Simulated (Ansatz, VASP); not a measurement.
# NiO in two plane-wave programs, part 2 of 2

Aim: how closely do two programs agree when they are given the same cell, functional and k mesh? The cell is taken from a series of VASP runs on this material, whose earlier steps may have relaxed, scaled or displaced it; both programs get it as it stands.

VASP 6.6.1 and Ansatz 0.2.0.

So far: The starting structure; VASP: zone-centre phonons, PBE, DFT+U.

**3. Ansatz: zone-centre phonons, PBE, DFT+U**

Level of this step: Ansatz beside VASP: Kohn-Sham DFT, plane waves, PBE, DFT+U (Ansatz).

Ansatz runs on its default PAW (the set named soft_2) files.

The same cell, functional, mesh and smearing now go to Ansatz, which takes its cutoff from its data sets.

Contents of input.yaml:

```yaml
crystal:
  lattice:
    - [0.0, 2.0986917655, 2.0986917655]
    - [2.0986917655, 0.0, 2.0986917655]
    - [2.0986917655, 2.0986917655, 0.0]
  atoms:
    - { symbol: Ni, position: [0.0, 0.0, 0.0], spin: 1.0 }
    - { symbol: O, position: [0.5, 0.5, 0.5] }
hamiltonian:
  xc: pbe
  pseudopotentials: { kind: paw }
  hubbard: { sites: [{ species: Ni, l: d, u_eff: 6.2 }] }
magnetization:
  spin_polarized: true
kpoints:
  mp_grid: { grid: [12, 12, 12] }
scf:
  occupations: { method: gaussian, width: 0.03 }
phonons:
  method: dfpt
  qpoints: [[0, 0, 0]]
```

The run is started by

```console
ansatz run input.yaml --threads 4 --pin off --max-ram 9216MiB --backend cpu --events-out ev --progress --plain --runs-dir out
```

Numbers of over 12 decimals in the logs are rounded to 6 here.

The log of the run:

```text
Ni: projections on atomic orbitals take those of the free atom [Ne] 3s2 3p6 3d8 4s2, of charge +0.00 (hamiltonian.pseudopotentials.projection_atoms); the dataset's partial waves leave at most 1.6e-6 of an orbital's norm unspanned inside its sphere
O: projections on atomic orbitals take those of the free atom [He] 2s2 2p4, of charge +0.00 (hamiltonian.pseudopotentials.projection_atoms); the dataset's partial waves leave at most 1.9e-8 of an orbital's norm unspanned inside its sphere
Engine: ansatz 0.2.0, x86_64-unknown-linux-gnu
Pseudopotentials: kind: paw
Pseudopotential: Ni, paw, valence charge 18, recommended cutoff 420 eV (normal), Ni.paw.azcp
Pseudopotential: O, paw, valence charge 6, recommended cutoff 420 eV (normal), O.paw.azcp
Functional definition: PBE
  parameter kappa = 0.804
  parameter beta = 0.066725
  exchange = pbe_x(kappa = kappa, mu = beta*pi^2/3)
  correlation = pbe_c(beta = beta)
Crystal: 2 atoms, lattice volume = 18.487 Å³
Basis set: ecut = 420 eV, 339 PW (Γ), exchange–correlation on 40×40×40 points (8 copies of the dense FFT grid, shifted against one another)
Bands: 17, of which v1, the nominal top of the filled ones, is band 12 counted from 1 (11 counted from 0)
Symmetry: 48 space group operations
Space group: Fm-3m (ITA 225), of the structure as read, at distance tolerance 2.6e-5 Å
Magnetic group: BNS 225.116 (UNI 1618), of the structure as read, at distance tolerance 2.6e-5 Å
k-points: 72 of 1728
Non-local potential: Ni, projectors of the file, l = 0: 3, l = 1: 2, l = 2: 3, l = 3: 1
Non-local potential: O, projectors of the file, l = 0: 2, l = 1: 2, l = 2: 1
PAW form: soft (Blöchl's): semilocal exchange-correlation on the pseudo side does not see the compensation charge
PAW one-centre angular grid: Ni, 590 points (default); XC on 64 Gauss nodes
PAW one-centre angular grid: O, 110 points (default); XC on 64 Gauss nodes
Initial density: superposition of atomic densities (chi_scale 0.1, normalization cell, long waves kept (reshape's long-wave potential 0.00 eV rms))
Starting moments: Σ|m| = 1 μB on 1 of 2 sites
Initial wavefunctions: pseudopotential atomic-orbital guess
Functional: x = pbe(κ = 0.804, μ = 0.219515), c = pbe(β = 0.066725)
SCF 1 converged in 15 iterations: F = -6404.699306 eV  dr2 = 2.87e-8
  greatest PAW one-centre occupation: 1.002 electrons in one spin orbital (limit 2), on the Ni atom at site 0 (counted from 0), in its partial waves of l = 1
Symmetry: 8 space group operations
k-points: 242 of 1728
Initial density: read from a saved state, or passed on in memory by an earlier SCF of this step, an earlier step, the calling program or the single point that the run made first
Starting moments: Σ|m| = 1 μB on 1 of 2 sites; this step starts from the density that it was given
Initial wavefunctions: those read from a saved state, or passed on in memory by an earlier step or the calling program
a single point of the input's cell can leave the moments in the input for a lower state (scf.lower_state_search): this run first made a single point of its cell. This run's own SCFs start from the density of the state that the single point found, with the moments in the input. The single point stayed on the moments in the input.
k-points: 163 of 1728 (irreducible under 8 space group operations, time reversal used)
Stability of the state it starts from, as read at its close in the collinear treatment: not read negative (Ritz values of 1 − χ₀K, real part plus size of imaginary part, from 0.68 to 0.98, by its mixing steps under the symmetry group of the SCF that read it); its run was given moments
iter 1 solved again at ethr=4.92e-9 eV; its pass at ethr=3.10e-3 eV (dr2=1.18e-6 eV) is discarded
SCF iter   1: F=—  HF=-6404.699306 eV  |F-HF|=—  |Δ(HF+E_count)|=         —  Δρ=1.31e-5 (↑1.32e-6 ↓1.31e-5)  dr2=2.81e-8  dr2_m=7.03e-9  M=2.000 μB ∫|m|=2.007 μB  β_m=0.30  ethr=4.92e-9  ⟨swp⟩=3.1  Hψ=41936  notcnv=0
preconditioner: auto → none  [insulator: Δε(μ)=2.196 eV  Ē_g=16.409 eV  σ=0.030 eV  W_gap=1.00  n_scr=8 (ndim 8)  ℏωp=34.5 eV  f_vac=0.000  D(μ)=0.00/eV (n_scr^D=0)  ε∞_Penn≈5.4]
SCF iter   2: F=—  HF=-6404.699306 eV  |F-HF|=—  |Δ(HF+E_count)|=   2.81e-9  Δρ=4.64e-6 (↑4.64e-6 ↓3.73e-6)  dr2=7.70e-10  dr2_m=2.41e-9  M=2.000 μB ∫|m|=2.007 μB  β_m=0.33  ethr=1.17e-10  ⟨swp⟩=2.1  Hψ=8413  notcnv=0
SCF iter   3: F=—  HF=-6404.699306 eV  |F-HF|=—  |Δ(HF+E_count)|=   1.07e-9  Δρ=3.97e-6 (↑2.39e-6 ↓3.97e-6)  dr2=6.57e-10  dr2_m=1.59e-9  M=2.000 μB ∫|m|=2.007 μB  β_m=0.66  ethr=3.21e-12  ⟨swp⟩=2.3  Hψ=8976  notcnv=0
SCF iter   4: F=—  HF=-6404.699306 eV  |F-HF|=—  |Δ(HF+E_count)|=   1.53e-9  Δρ=3.32e-7 (↑3.29e-7 ↓3.32e-7)  dr2=1.23e-12  dr2_m=1.78e-11  M=2.000 μB ∫|m|=2.007 μB  β_m=0.83  ethr=1.00e-12  ⟨swp⟩=4.1  Hψ=25967  notcnv=0
SCF iter   5: F=-6404.699306 eV  HF=-6404.699306 eV  |F-HF|=7.28e-12  |Δ(HF+E_count)|=  1.09e-11  Δρ=1.88e-7 (↑9.93e-8 ↓1.88e-7)  dr2=6.94e-12  dr2_m=1.01e-12  M=2.000 μB ∫|m|=2.007 μB  ethr=1.00e-12  ⟨swp⟩=4.8  Hψ=20254  notcnv=0
SCF 2 converged in 5 iterations: F = -6404.699306 eV  dr2 = 6.94e-12
NSCF: frozen V_eff on 72 k-points
NSCF: frozen V_eff on 72 k-points
DFPT response loops at q = (0, 0, 0) (fractional): preconditioner auto → none (the input reference at scf.mixing.eps_inf says where Resta's filter doesn't serve); β = 0.30; Anderson in place of MSR1
SCF converged after 5 iterations
Magnetization: 2.0000 μB (13.0000 up, 11.0000 down)
Absolute magnetization: 2.0060 μB (∫|ρ↑−ρ↓|, with the PAW one-centre terms)
Spin contamination: 0.0015 ħ² per cell (⟨S²⟩ above its minimum at these occupations)
Per-site moments (μB) at R_I (Å): [(1.724832, 0.865710), (0.201181, 0.865710)]
Free energy (F): -6404.699306 eV
Harris-Foulkes:  -6404.699306 eV  (|F-HF|=7.28e-12)
Internal energy: -6404.699306 eV  (E = F + TS)
E sigma→0 (E₀):  -6404.699306 eV
Fermi energy:    14.531820 eV
--- Per-component energies (eV) ---
  E_band       = -364.221089
  E_kinetic    = 449.742523
  E_local      = -4011.590087  (includes V_loc(G=0)·N_el)
  E_nonlocal   = 689.898120
  E_hartree    = 1646.584116
  E_xc         = -156.078891
  E_vxc        = -200.193803  (∫ρ·V_xc dr)
  E_hubbard    = 0.748622  (on-site DFT+U / exact-exchange correction)
  E_vhub       = -24.056161  (the Hubbard potential's part of the band-sum identity)
  E_paw        = -1789.043576  (= ΣΔE_a)
  E_vpaw       = -561.192722  (= ΣTr[D̂ρ^β])
  E_aug_tail   = 0.002953  (compensation charges beyond the density's cutoff)
  E_ewald      = -3234.963085
  E_smearing   = -0.000000  (= −TS)
  E_closure    = 0.000000  (closes the sum)
  Σ components = -6404.699306   (vs F -6404.699306, Δ=0.00e0)
--- Band table (eV; the first three rows and the last of 326) ---
  k-point 0 ↑: bands = [... 8 lower, 7.8036, 7.8036, 11.7430, 11.7430, 11.7430, 15.6291, 31.8362, 32.7309, ... 1 higher]
  k-point 1 ↑: bands = [... 8 lower, 7.8264, 7.8264, 11.3016, 11.8794, 11.8794, 16.1777, 30.1035, 32.4763, ... 1 higher]
  k-point 2 ↑: bands = [... 8 lower, 7.9162, 7.9162, 10.5442, 12.2258, 12.2258, 17.3067, 27.9775, 31.4857, ... 1 higher]
  k-point 162 ↓: bands = [... 8 lower, 9.8098, 10.6866, 10.6866, 16.4114, 16.9094, 23.0808, 25.1196, 25.1196, ... 1 higher]
Occupation matrices written to <dir>
--- Phonons (Γ-DFPT): 2 representative perturbations + reference (Σ response iterations 12) ---
  ASR residual: 1.422e-4 → 0.000e0 eV/Å²; symmetrization residual: 4.785e-10 eV/Å²
  ASR residual per site (eV/Å²): 8.81e-5 1.42e-4
  Γ frequencies (cm⁻¹): 0.00 0.00 0.00 343.04 343.04 343.04
  non-analytic LO–TO correction: not included (Born effective charges unavailable; polar crystals: no LO–TO splitting at Γ)
--- Phonons (arbitrary-q DFPT): 1 explicit q-point ---
  q = [0, 0, 0] (of the zone-centre solve; hermiticity 1.76e-10, symmetrization 7.24e-12): -0.00 -0.00 0.00 343.04 343.04 343.04
  sum rule: each row above includes the acoustic sum rule's correction from the zone centre's row sums; it moved no ω² by more than (1.55 cm⁻¹)²
```

Run time: 7.9 s. Hardware: 4 threads of Intel Xeon Platinum 8375C at 2.90GHz (Ice Lake), shared host; peak memory 0.8 GiB.

In the SCF lines HF is the Harris–Foulkes energy and dr2 the Hartree energy of the density residual, in eV; the loop may stop once dr2 is under the threshold and the program's other checks hold. Hψ counts applications of the Hamiltonian.

**4. Side by side**

Known differences besides the potentials themselves: U acts on the PAW sphere in VASP and on atomic orbitals in Ansatz, so only states and trends compare; the data sets hold 24 valence electrons in Ansatz (default PAW (the set named soft_2) files) and 16 in VASP; the cutoff is 420 eV in Ansatz and 520 eV in VASP; VASP uses finite displacements, Ansatz perturbation theory. Total energies have different zeros and are not compared.

Both answers:

| quantity | Ansatz | VASP | difference |
| --- | --- | --- | --- |
| optical mode 1 to 3 (cm⁻¹) | 343.0 | 323.1 | +6.17 % |

Modes are paired by rising frequency and degeneracy, not by their patterns, so a pair may still set unlike modes beside each other.

**5. VASP: relaxation of cell and atoms, PBEsol with D3(BJ), DFT+U**

The relaxed volume is the usual yardstick between codes: its relative difference is about their pressure difference at one cell divided by the bulk modulus. The cell compared in this pair holds 17.35 Å³, against 18.49 Å³ for the pair before.

Contents of INCAR:

```
SYSTEM = NiO
PREC = Accurate
ENCUT = 520
EDIFF = 1E-07
NELM = 100
ISMEAR = 0
SIGMA = 0.03
LREAL = .FALSE.
ALGO = Normal
GGA = PS
IVDW = 12
NBANDS = 16
ISPIN = 2
MAGMOM = 1 0
LDAU = .TRUE.
LDAUTYPE = 2
LDAUL = 2 -1
LDAUU = 6.2 0
LDAUJ = 0 0
LDAUPRINT = 1
LASPH = .TRUE.
LMAXMIX = 4
LORBIT = 11
LWAVE = .FALSE.
LCHARG = .FALSE.
KPAR = 4
IBRION = 2
NSW = 50
ISIF = 3
EDIFFG = -0.002
```

Contents of POSCAR:

```
NiO
1.0
    0.0000000000      2.0548606752      2.0548606752
    2.0548606752      0.0000000000      2.0548606752
    2.0548606752      2.0548606752      0.0000000000
Ni O
1 1
Direct
    0.0000000000      0.0000000000      0.0000000000
    0.5000000000      0.5000000000      0.5000000000
```

Contents of KPOINTS:

```
Automatic mesh
0
Gamma
12 12 12
0 0 0
```

The projector-augmented-wave data sets are Ni and O (PBE family, release 64).

The run is started by

```console
mpirun -np 4 vasp_std
```

The log of the run:

```text
[banner, memory and clock lines left out]
running    4 mpi-ranks, on    1 nodes
[...]
|                                                                             |
|               ----> ADVICE to this user running VASP <----                  |
|                                                                             |
|     You enforced a specific xc type in the INCAR file but a different       |
|     [... a line on the potential file left out ...]
|     I HOPE YOU KNOW WHAT YOU ARE DOING!                                     |
|                                                                             |

 LDA part: xc-table for (Slater+PW92), standard interpolation
 POSCAR, INCAR and KPOINTS ok, starting setup
[...]
entering main loop
       N       E                     dE             d eps       ncg     rms          rms(c)
DAV:   1     0.775651479386E+02    0.77565E+02   -0.74574E+03  4832   0.127E+03
DAV:   2    -0.595314339671E+01   -0.83518E+02   -0.73662E+02  5144   0.249E+02
DAV:   3    -0.100181990440E+02   -0.40651E+01   -0.39895E+01  5432   0.593E+01
DAV:   4    -0.100487528806E+02   -0.30554E-01   -0.30550E-01  5584   0.499E+00
[...]
DAV:  14    -0.109924474527E+02   -0.39323E-05   -0.20436E-05  6200   0.510E-02    0.557E-03
DAV:  15    -0.109924475681E+02   -0.11537E-06   -0.12280E-06  5880   0.157E-02    0.297E-03
DAV:  16    -0.109924475361E+02    0.31959E-07   -0.12909E-07  3488   0.405E-03
   1 F= -.11445736E+02 E0= -.11445736E+02  d E =-.114457E+02  mag=     2.0000
[...]
reached required accuracy - stopping structural energy minimisation
```

Parts of OUTCAR (step 5):

```text
 Edisp (eV)   -0.45329

  Total      -0.00189    -0.00189    -0.00189     0.00000     0.00000    -0.00000
  in kB      -0.17411    -0.17411    -0.17411     0.00000     0.00000    -0.00000
  external pressure =       -0.17 kB  Pullay stress =        0.00 kB

 POSITION                                       TOTAL-FORCE (eV/Angst)
 -----------------------------------------------------------------------------------
      0.00000      0.00000      0.00000         0.000000      0.000000      0.000000
      2.05486      2.05486      2.05486        -0.000000      0.000000      0.000000
 -----------------------------------------------------------------------------------
    total drift:                                0.000000     -0.000000     -0.000000

  FREE ENERGIE OF THE ION-ELECTRON SYSTEM (eV)
  ---------------------------------------------------
  free  energy   TOTEN  =       -11.4457364956 eV

  energy  without entropy=      -11.4457364956  energy(sigma->0) =      -11.44573650

 reached required accuracy - stopping structural energy minimisation

 magnetization (x)
# of ion       s       p       d       tot
------------------------------------------
    1        0.011   0.014   1.785   1.810
    2        0.019   0.168   0.000   0.188
--------------------------------------------------
tot          0.031   0.183   1.785   1.998

[... 1 part as in an earlier step ...]

[... 2 further parts left out ...]
[key lines of the parts left out:]
E-fermi :   7.4969
```

**6. Ansatz: relaxation of cell and atoms, PBEsol with D3(BJ), DFT+U**

The same cell, functional, mesh and smearing now go to Ansatz, which takes its cutoff from its data sets.

The cell is taken from a series of VASP runs on this material, whose earlier steps may have relaxed, scaled or displaced it; both programs get it as it stands.

Contents of input.yaml:

```yaml
crystal:
  lattice:
    - [0.0, 2.0548606752, 2.0548606752]
    - [2.0548606752, 0.0, 2.0548606752]
    - [2.0548606752, 2.0548606752, 0.0]
  atoms:
    - { symbol: Ni, position: [0.0, 0.0, 0.0], spin: 1.0 }
    - { symbol: O, position: [0.5, 0.5, 0.5] }
hamiltonian:
  xc: pbesol
  pseudopotentials: { kind: paw }
  dispersion: d3bj
  hubbard: { sites: [{ species: Ni, l: d, u_eff: 6.2 }] }
magnetization:
  spin_polarized: true
kpoints:
  mp_grid: { grid: [12, 12, 12] }
scf:
  occupations: { method: gaussian, width: 0.03 }
relax:
  f_tol: 0.01
  max_steps: 60
  cell: { stress_tol: 0.05 }
output:
  forces: true
  stress: true
  write_density: true
  write_potential: true
  elf: true
  volumetric_format: npy
```

The run is started by

```console
ansatz run input.yaml --threads 4 --pin off --max-ram 9216MiB --backend cpu --events-out ev --progress --plain --runs-dir out
```

The log of the run:

```text
[...]
Crystal: 2 atoms, lattice volume = 17.353 Å³
Basis set: ecut = 420 eV, 331 PW (Γ), exchange–correlation on 40×40×40 points (8 copies of the dense FFT grid, shifted against one another)
Bands: 17, of which v1, the nominal top of the filled ones, is band 12 counted from 1 (11 counted from 0)
Symmetry: 48 space group operations
[...]
k-point 71 ↓: bands = [... 8 lower, 10.0531, 10.8102, 10.8102, 16.2820, 16.7921, 23.1704, 25.1514, 25.1514, ... 1 higher]
--- Relaxed structure (5 steps of the walk, 5 accepted, 2 SCFs on fresh bases) ---
[...]
cell:  # Å, volume = 18.2749 Å³
    - [0, 2.090619, 2.090619]
    - [2.090619, 0, 2.090619]
    - [2.090619, 2.090619, 0]
  atoms:
    - { symbol: Ni, position: [0, 0, 0] }
    - { symbol: O, position: [0.5, 0.5, 0.5] }
[key lines of the parts left out:]
SCF converged after 6 iterations
Magnetization: 2.0000 μB (13.0000 up, 11.0000 down)
Free energy (F): -6363.625375 eV
Fermi energy:    14.530933 eV
P = ⅓ Tr σ = 0.0261 GPa (0.261 kbar)
```

Elapsed: 12 s, on 4 threads; peak memory 0.64 GiB.

**7. Differences**

What differs besides the data sets and the points named for the pairs above, as far as they apply: both relaxations stop at a tolerance, which leaves soft axes loose, and VASP keeps its plane-wave basis; Ansatz makes its cores anew for this functional, VASP keeps those of its PBE data sets; Ansatz adds a Pulay correction to the stress that steers its cell, VASP none; site moments are counted in spheres of each program's own size. Total energies have different zeros and are not compared.

Compared:

| quantity | Ansatz | VASP | difference |
| --- | --- | --- | --- |
| volume (Å³) | 18.27 | 17.35 | +5.31 % |
| edge a after relaxation, in the typed setting (Å) | 2.957 | 2.906 | +1.74 % |
| total moment (μB) | 2.00 | 2.00 | 0.00 |
| moment on Ni1 (μB) | 1.71 | 1.81 | -0.10 |
| moment on O2 (μB) | 0.21 | 0.19 | +0.03 |

The walks stopped with 0.03 GPa left in Ansatz and -0.02 GPa in VASP; each walk ends within a tolerance, so the volume difference is uncertain by about these residues over the bulk modulus, most in soft cells.

**8. Summary of results**

| Item | Value |
| --- | --- |
| r.m.s. difference of the optical zone-centre modes, each program's sorted by frequency (zone-centre phonons, PBE, DFT+U) | 20 cm⁻¹ |
| difference in optical mode 1 to 3 (zone-centre phonons, PBE, DFT+U) | +6.2 % |
| difference in volume (relaxation of cell and atoms, PBEsol with D3(BJ), DFT+U) | 5.3 % |

The difference in volume is 5.3 % (relaxation of cell and atoms, PBEsol with D3(BJ), DFT+U). Among the rows given in per cent, the largest difference of the zone-centre phonons, PBE, DFT+U pair is in optical mode 1 to 3, +6.2 %. How closely two codes agree says nothing of how well the functional describes the real material.

[Lines on the potential files, build, host, timing and source positions are cut from VASP's logs without a mark.]

[Logs are printed without paths, hosts, clocks, repeated set-up lines and the standing remarks that a program may print on its own settings, such as how far it seeks lower states.]

[Hosts, paths, dates, database ids (printed as entryN), source tags and the programs' standing remarks are cut or masked in the printed files.]
